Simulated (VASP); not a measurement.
Consider the following.

```yaml
crystal:
  lattice:
    - [0.00000, 2.20442, 2.20442]
    - [2.20442, 0.00000, 2.20442]
    - [2.20442, 2.20442, 0.00000]
  atoms:
    - { symbol: Cd, position: [0.00000, 0.00000, 0.00000] }
```

Computed with r2SCAN meta-GGA, VASP's PBE PAW potentials (set 64) (plane waves; VASP). Settings: 400 eV cut-off, 16×16×16 Γ-centred mesh, tetrahedra with Blöchl corrections, potentials Cd.

**Question.** What does the run give for the energy per atom (σ→0), band gap (over mesh and band path) with the smallest direct gap where there is one?

**Answer.** 
- band gap (over mesh and band path): none (metal, semimetal or under 0.01 eV)
- energy per atom (σ→0): -20.070 eV/atom

The absolute energy has meaning only against runs of the same code, potentials and settings.

The structure comes from a computed database's Cd entry (Fm-3m); how it stands against other phases isn't given here. It was relaxed first.
